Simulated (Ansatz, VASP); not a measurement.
## Two plane-wave programs on ZrAl3B3N

```
CELL_PARAMETERS angstrom
4.40289 0.00000 0.00000
0.00000 4.40289 0.00000
0.00000 0.00000 8.67599
ATOMIC_POSITIONS crystal
Zr 0.50000 0.50000 0.50000
Al 0.00000 0.50000 0.00000
Al 0.50000 0.00000 0.00000
Al 0.50000 0.50000 0.00000
B 0.50000 0.50000 0.76886
B 0.50000 0.50000 0.23114
B 0.00000 0.00000 0.50000
N 0.00000 0.00000 0.00000
```

Alike in both runs: functional PBE; k mesh 3 × 3 × 2; occupations gaussian, width 0.15 eV; no spin polarisation.

Ansatz relaxed the structure, and its values are those at the end. VASP's run is a single point on that final structure, the one shown.

|  | VASP | Ansatz |
| --- | --- | --- |
| version | VASP 6.6.1 | Ansatz 0.2.0 |
| potentials or method | VASP PAW PBE potentials, release 64 (Zr_sv, Al, B, N) | scalar-relativistic, plane waves, PAW |
| plane-wave cutoff (eV) | 520 | 420 |
| valence electrons in the cell | 35 | 35 |

Ansatz gave:

- gap on the k mesh at the Fermi level (eV): none
- pressure (GPa): 0.2
- rms of the force components (eV/Å): 0.014

Question: What did VASP give for the same quantities?

Answer: gap on the k mesh at the Fermi level (eV): none; pressure (GPa): 0.3; rms of the force components (eV/Å): 0.015.

A gap of «none» marks a metal or a gap that the smearing closes. The functional is the same, so the differences come from potentials, cutoffs and numerics.

Caveats: the k mesh is coarse (spacing up to 0.48 Å⁻¹), so the values aren't converged.
